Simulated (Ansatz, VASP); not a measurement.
# TeIrS (1T-IrSTe monolayer): VASP beside Ansatz

Wanted: the spread between two codes on one cell, functional and k mesh. The structure shown is the start of the Ansatz relaxation below; VASP solves that cell, so the two are compared at the walk's first step.

Program: Ansatz 0.2.0. Level of theory: plane waves, with VASP 6.6.1 beside it; single point at PBE with D3(BJ). Results are calculated unless marked as measured.

## 1. The structure

The cell holds 3 atoms: 1 Te, 1 Ir and 1 S. Cell: a = 3.581 Å, b = 3.581 Å, c = 36.582 Å, α = 90.0°, β = 90.0°, γ = 120.0°. Vacuum lies along c.

## 2. Ansatz: relaxation, PBE with D3(BJ)

Ansatz runs on its default PAW (the set named soft_2) files.

The two programs are compared at the cell with which this relaxation starts, whose forces are those of its first step.

input.yaml

```yaml
crystal:
  lattice:
    - [3.581057, 0.0, 0.0]
    - [-1.7905285, 3.1012863344, 0.0]
    - [0.0, 0.0, 36.58160865]
  atoms:
    - { symbol: Te, position: [0.6666666667, 0.3333333333, 0.4619807773] }
    - { symbol: Ir, position: [0.0, 0.0, 0.5081206246], spin: 1.0 }
    - { symbol: S, position: [0.3333333333, 0.6666666667, 0.5380192227] }
  periodic: [true, true, false]
magnetization:
  spin_polarized: true
kpoints:
  mp_grid: { grid: [12, 12, 1] }
hamiltonian:
  xc: pbe
  dispersion: d3bj
scf:
  occupations: { method: fermi_dirac, width: 0.05 }
  convergence: { dr2_threshold: 1.0e-09 }
relax:
  f_tol: 0.004
  max_steps: 90
  cell: {}
output:
  write_potential: true
  write_density: true
  volumetric_format: npy
```

Run with:

```console
ansatz run input.yaml --threads 4 --pin off --max-ram 6144MiB --backend cpu --events-out ev --progress --plain --runs-dir out
```

Numbers of over 12 decimals in the logs are rounded to 6 here.

The log of the run:

```text
Warning: relax.cell: scf.convergence.dr2_threshold = 1e-9 eV is looser than the 1.83632785657e-10 eV advised for a relaxation that steers and ends on the stress (1e-10 eV for each atom of the cell: 3, times the square of relax.cell.stress_2d_tol = 0.05 N/m over 12.8 Å (the atoms' height at the walk's start and 5 Å past either face), 3.912e-2 GPa, over a crystal's default 0.05). What an SCF threshold leaves in a stress goes as its square root, and in the free energy as the threshold itself, and one threshold admits the most on a small cell: [figures from the program's tests cut] Set scf.convergence.dr2_threshold to 1.83632785657e-10 eV or tighter. [rest of the remark cut]
Engine: ansatz 0.2.0, x86_64-unknown-linux-gnu
Pseudopotentials: kind: paw
Pseudopotential: Te, paw, valence charge 16, recommended cutoff 420 eV (normal), Te.paw.azcp
Pseudopotential: Ir, paw, valence charge 17, recommended cutoff 420 eV (normal), Ir.paw.azcp
Pseudopotential: S, paw, valence charge 6, recommended cutoff 420 eV (normal), S.paw.azcp
Functional definition: PBE
  parameter kappa = 0.804
  parameter beta = 0.066725
  exchange = pbe_x(kappa = kappa, mu = beta*pi^2/3)
  correlation = pbe_c(beta = beta)
Crystal: 3 atoms, lattice volume = 406.271 Å³
Basis set: ecut = 420 eV, 7797 PW (Γ), exchange–correlation on 48×48×500 points (8 copies of the dense FFT grid, shifted against one another)
Bands: 24, of which v1, the nominal top of the filled ones, is band 20 counted from 1 (19 counted from 0)
Symmetry: 6 space group operations
Space group: P3m1 (ITA 156), of the structure as read, at distance tolerance 7.4e-5 Å
Magnetic group: BNS 156.49 (UNI 1279), of the structure as read, at distance tolerance 7.4e-5 Å
k-points: 19 of 144 (time reversal used)
Non-local potential: Te, projectors of the file, l = 0: 2, l = 1: 2, l = 2: 2, l = 3: 2
Non-local potential: Ir, projectors of the file, l = 0: 3, l = 1: 2, l = 2: 2, l = 3: 1
Non-local potential: S, projectors of the file, l = 0: 2, l = 1: 2, l = 2: 2
PAW form: soft (Blöchl's): semilocal exchange-correlation on the pseudo side does not see the compensation charge
PAW one-centre angular grid: Te, 590 points (default); XC on 64 Gauss nodes
PAW one-centre angular grid: Ir, 590 points (default); XC on 64 Gauss nodes
PAW one-centre angular grid: S, 110 points (default); XC on 64 Gauss nodes
Initial density: superposition of atomic densities (neutral atoms: chi_scale 0, normalization atom)
Starting moments: Σ|m| = 1 μB on 1 of 3 sites
Initial wavefunctions: pseudopotential atomic-orbital guess
Functional: x = pbe(κ = 0.804, μ = 0.219515), c = pbe(β = 0.066725)
SCF iter   1: F=—  HF=-19818.095525 eV  |F-HF|=—  |Δ(HF+E_count)|=         —  Δρ=9.86e-3 (↑9.86e-3 ↓9.16e-3)  dr2=2.34e0  dr2_m=5.65e-2  M=0.643 μB ∫|m|=0.673 μB  β_m=0.30  ethr=3.10e-3  ⟨swp⟩=17.5  Hψ=8278  notcnv=0
Mixer restart at iter 1: flushing history
preconditioner: auto → LDOS  [metal: Δε(μ)=0.036 eV  Ē_g=8.735 eV  σ=0.050 eV  W_gap=0.17  n_scr=20 (ndim 8)  ℏωp=8.4 eV  f_vac=0.808  D(μ)=2.90/eV (n_scr^D=12)]
spin=Collinear: LDOS preconditioning applied to the charge; magnetization (m = ρ↑ − ρ↓) channel mixes plain (no charge-response kernel on spin).
SCF iter   2: F=—  HF=-19818.300562 eV  |F-HF|=—  |Δ(HF+E_count)|=   2.05e-1  Δρ=7.42e-3 (↑7.42e-3 ↓7.08e-3)  dr2=1.24e0  dr2_m=4.67e-2  M=0.526 μB ∫|m|=0.558 μB  β_m=0.63  ethr=3.10e-3  ⟨swp⟩=3.0  Hψ=1425  notcnv=0
SCF iter   3: F=—  HF=-19818.665811 eV  |F-HF|=—  |Δ(HF+E_count)|=   3.65e-1  Δρ=2.54e-3 (↑2.54e-3 ↓1.67e-3)  dr2=8.75e-2  dr2_m=1.17e-2  M=0.213 μB ∫|m|=0.239 μB  β_m=0.78  ethr=3.10e-3  ⟨swp⟩=4.5  Hψ=1910  notcnv=0  defer=1
SCF iter   4: F=—  HF=-19818.699629 eV  |F-HF|=—  |Δ(HF+E_count)|=         —  Δρ=1.29e-3 (↑1.13e-3 ↓1.29e-3)  dr2=2.34e-3  dr2_m=4.94e-3  M=0.041 μB ∫|m|=0.053 μB  β_m=0.78  ethr=2.24e-4  ⟨swp⟩=4.1  Hψ=2186  notcnv=0
SCF iter   5: F=—  HF=-19818.700289 eV  |F-HF|=—  |Δ(HF+E_count)|=   6.60e-4  Δρ=3.05e-4 (↑3.05e-4 ↓2.92e-4)  dr2=3.12e-4  dr2_m=2.42e-4  M=0.015 μB ∫|m|=0.019 μB  β_m=0.88  ethr=5.99e-6  ⟨swp⟩=3.6  Hψ=2236  notcnv=0
SCF iter   6: F=—  HF=-19818.700521 eV  |F-HF|=—  |Δ(HF+E_count)|=   2.32e-4  Δρ=1.04e-4 (↑7.69e-5 ↓1.04e-4)  dr2=8.96e-5  dr2_m=2.17e-5  M=0.005 μB ∫|m|=0.006 μB  β_m=0.85  ethr=8.00e-7  ⟨swp⟩=3.4  Hψ=2135  notcnv=0  defer=2
[...]
Initial wavefunctions: pseudopotential atomic-orbital guess (no wavefunctions were taken with the density)
iter 1 solved again at ethr=1.97e-7 eV; its pass at ethr=3.10e-3 eV (dr2=7.70e-5 eV) is discarded
SCF iter   1: F=—  HF=-19818.753095 eV  |F-HF|=—  |Δ(HF+E_count)|=         —  Δρ=2.06e-5 (↑2.06e-5 ↓2.06e-5)  dr2=2.70e-6  dr2_m=1.04e-11  M=-0.000 μB ∫|m|=0.000 μB  β_m=0.65  ethr=1.97e-7  ⟨swp⟩=5.9  Hψ=12085  notcnv=0
spin=Collinear: Resta preconditioning applied to the charge; magnetization (m = ρ↑ − ρ↓) channel mixes plain (no charge-response kernel on spin).
SCF iter   2: F=—  HF=-19818.753059 eV  |F-HF|=—  |Δ(HF+E_count)|=   3.64e-5  Δρ=9.83e-6 (↑9.83e-6 ↓9.81e-6)  dr2=5.61e-6  dr2_m=2.30e-12  M=-0.000 μB ∫|m|=0.000 μB  β_m=0.30  ethr=6.93e-9  ⟨swp⟩=3.1  Hψ=1971  notcnv=0
SCF iter   3: F=—  HF=-19818.753059 eV  |F-HF|=—  |Δ(HF+E_count)|=   1.60e-7  Δρ=8.95e-6 (↑8.95e-6 ↓8.94e-6)  dr2=8.23e-7  dr2_m=3.04e-12  M=-0.000 μB ∫|m|=0.000 μB  β_m=0.29  ethr=6.93e-9  ⟨swp⟩=3.2  Hψ=1493  notcnv=0
SCF iter   4: F=—  HF=-19818.753059 eV  |F-HF|=—  |Δ(HF+E_count)|=   2.86e-7  Δρ=5.92e-6 (↑5.92e-6 ↓5.91e-6)  dr2=1.49e-7  dr2_m=1.47e-12  M=-0.000 μB ∫|m|=0.000 μB  β_m=0.48  ethr=2.11e-9  ⟨swp⟩=1.8  Hψ=1166  notcnv=0
SCF iter   5: F=—  HF=-19818.753060 eV  |F-HF|=—  |Δ(HF+E_count)|=   5.35e-7  Δρ=2.20e-6 (↑2.20e-6 ↓2.19e-6)  dr2=7.73e-8  dr2_m=3.36e-13  M=-0.000 μB ∫|m|=0.000 μB  β_m=0.61  ethr=3.83e-10  ⟨swp⟩=3.5  Hψ=1969  notcnv=0
SCF iter   6: F=—  HF=-19818.753060 eV  |F-HF|=—  |Δ(HF+E_count)|=   1.17e-7  Δρ=5.44e-7 (↑5.44e-7 ↓5.41e-7)  dr2=4.66e-9  dr2_m=2.83e-14  M=-0.000 μB ∫|m|=0.000 μB  β_m=0.63  ethr=1.98e-10  ⟨swp⟩=2.6  Hψ=1520  notcnv=0
SCF iter   7: F=—  HF=-19818.753060 eV  |F-HF|=—  |Δ(HF+E_count)|=   1.05e-8  Δρ=8.04e-8 (↑8.03e-8 ↓8.04e-8)  dr2=3.24e-10  dr2_m=2.09e-15  M=-0.000 μB ∫|m|=0.000 μB  β_m=0.69  ethr=1.20e-11  ⟨swp⟩=3.8  Hψ=2169  notcnv=0
SCF iter   8: F=-19818.753060 eV  HF=-19818.753060 eV  |F-HF|=4.73e-11  |Δ(HF+E_count)|=  2.04e-10  Δρ=3.42e-8 (↑3.41e-8 ↓3.42e-8)  dr2=4.00e-11  dr2_m=2.19e-16  M=-0.000 μB ∫|m|=0.000 μB  ethr=1.00e-12  ⟨swp⟩=11.4  Hψ=7237  notcnv=0
the starting moments were not kept: the SCF closed with an absolute magnetisation of 1.1e-8 μB, where they sum to 1 μB in size (1 site). That is at most 0.1 of that sum. Measured as dr2_m measures the in/out step, that magnetisation stands 9.8e-18 eV from none, at or under the dr2_threshold of 1.0e-9 eV: it is no larger than a step whose dr2_m would equal this threshold.
SCF 10 converged in 8 iterations: F = -19818.753060 eV  dr2 = 4.00e-11
relax step  10: F+E_penalty+E_count = -19818.75305983 eV  Δ(F+E_penalty+E_count) = +7.693e-4 eV  max|allowed force component| = 3.401e-4 eV/Å  Δτ_max = 0.0000 Å  P = +0.004 N/m  Ω = 386.193 Å³  fix = [c, alpha, beta]  reactions: c +0.000 N/m  stress off target by 4.49e-3 N/m on what of the cell is left free  SCF on the basis re-selected at this cell (its energy is not comparable with the rows above)  (8 SCF iters)
basis re-selected at this cell: Δ(F+E_penalty+E_count) = +7.693e-4 eV, ΔP = +0.004 N/m vs the last step (what re-selecting the basis moved, of the pressure what is left beyond the Pulay correction that the steps carried, after the strain that the cell walked since its last selection, with what the two solves' SCF thresholds leave and, on support functions, any second-order correction that the steps lacked; it is no m [...]
WARN: The input density's exchange-correlation potential varies sharply where the density is thin. Do not read a vacuum level from v_tot or v_xc, or from such a field of the output density. On a cell that repeats whose density bears no net charge and no dipole along the vacuum's axis use v_es (v_loc + v_h of the components); under efield.dipole_correction with no amplitude use v_es + v_field, which holds any external [...]
SCF converged after 8 iterations
Magnetization: -0.0000 μB (19.5000 up, 19.5000 down)
Absolute magnetization: 0.0000 μB (∫|ρ↑−ρ↓|, with the PAW one-centre terms)
Spin contamination: 0.0000 ħ² per cell (⟨S²⟩ above its minimum at these occupations)
Per-site moments (μB) at R_I (Å): [(-2.4111183026701338e-9, 1.145744), (-3.7160093623884505e-10, 0.953061), (1.2460681540311012e-9, 0.953061)]
Free energy (F): -19818.753060 eV
Harris-Foulkes:  -19818.753060 eV  (|F-HF|=4.73e-11)
Internal energy: -19818.747627 eV  (E = F + TS)
E sigma→0 (E₀):  -19818.750343 eV
Entropy (-TS):   -0.005433 eV (-1.811 meV/atom)
Fermi energy:    -4.668927 eV
--- Per-component energies (eV) ---
  E_band       = -1146.784243
  E_kinetic    = 912.437503
  E_local      = -103252.148301  (includes V_loc(G=0)·N_el)
  E_nonlocal   = -208.140736
  E_hartree    = 51255.071499
  E_xc         = -489.094509
  E_vxc        = -491.274191  (∫ρ·V_xc dr)
  E_paw        = -14486.721165  (= ΣΔE_a)
  E_vpaw       = -617.802313  (= ΣTr[D̂ρ^β])
  E_aug_tail   = -0.000123  (compensation charges beyond the density's cutoff)
  E_ewald      = 46450.840976
  E_disp       = -0.992771  (pairwise vdW)
  E_smearing   = -0.005433  (= −TS)
  E_closure    = -0.000000  (closes the sum)
  Σ components = -19818.753060   (vs F -19818.753060, Δ=0.00e0)
--- Forces (eV/Å), atoms counted from 1 ---
  atom   1  Te     0.00000000     0.00000000    -0.00010026
  atom   2  Ir     0.00000000     0.00000000    -0.00023889
  atom   3  S      0.00000000     0.00000000     0.00034057
  max |Σ_I F_I| component: 1.41e-6 eV/Å
--- 2D stress c σ (N/m, compression-positive) ---
        0.004492      -0.000000       0.000000
        0.000000       0.004492       0.000000
        0.000000       0.000000       0.000000
  P = ½ c Tr σ = 0.0045 N/m
--- Band table (eV; the first three rows and the last of 38) ---
  k-point 0 ↑: bands = [... 16 lower, -7.3374, -5.0945, -4.0684, -4.0684, -1.5006, -1.5006, -1.3310, -0.2846]
  k-point 1 ↑: bands = [... 16 lower, -7.3864, -5.3982, -4.1102, -4.0645, -2.1308, -1.6747, -1.1506, -0.1067]
  k-point 2 ↑: bands = [... 16 lower, -7.4736, -5.9562, -4.3675, -4.1472, -2.9790, -1.9960, -0.7242, 0.2783]
  k-point 18 ↓: bands = [... 16 lower, -8.3774, -6.4281, -5.9367, -5.5612, -3.8735, -2.2787, -0.6453, 1.9448]
  the weakly bound empty levels are not read free of the cell's end (no_gap_told)
--- Relaxed structure (9 steps of the walk, 9 accepted, 1 SCFs on fresh bases) ---
  F+E_penalty+E_count = -19818.75305983 eV   max|allowed force component| = 3.401e-4 eV/Å   (the final SCF, on the basis selected at the relaxed cell)
  cell:  # Å, volume = 386.1926 Å³
    - [3.491445, 0.0, 0]
    - [-1.745723, 3.023680, 0]
    - [0, 0, 36.58160865]
  atoms:
    - { symbol: Te, position: [0.666667, 0.333333, 0.457595] }
    - { symbol: Ir, position: [2.6128310465166057e-18, 7.4652315614760355e-19, 0.509831] }
    - { symbol: S, position: [0.333333, 0.666667, 0.540695] }
```

The column dr2 measures how far the density is from self-consistency, as an energy; F and HF (Harris–Foulkes) agree once it is small.

[end of part 1 of 2]

[Lines on the potential files, build, host, timing and source positions are cut from VASP's logs without a mark.]

[Logs are printed without paths, hosts, clocks, repeated set-up lines and the standing remarks that a program may print on its own settings, such as how far it seeks lower states.]

[Hosts, paths, dates, database ids (printed as entryN), source tags and the programs' standing remarks are cut or masked in the printed files.]
